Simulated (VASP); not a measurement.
Input:

```
CELL_PARAMETERS angstrom
      0.00000     3.12703     3.12703
      3.12703     0.00000     3.12703
      3.12703     3.12703     0.00000
ATOMIC_POSITIONS crystal
  Ba 0.00000 0.00000 0.00000
  F  0.25000 0.25000 0.25000
  F  0.75000 0.75000 0.75000
```

Calculation: PBE GGA with D3 dispersion (zero damping), VASP's PBE PAW potentials (set 64) (plane waves; VASP). Settings: 520 eV cut-off, 6×6×6 Γ-centred mesh, Gaussian smearing of 0.050 eV, potentials Ba_sv F.

Problem. Predict the energy per atom (σ→0).

Solution. 
```json
{
 "energy per atom (σ→0)": "-5.793 eV/atom"
}
```

Total energies compare only between runs with the same potentials, cut-off and functional.

The compound is BaF2 in the fluorite structure. It was relaxed first. The start is the result of an earlier pass.
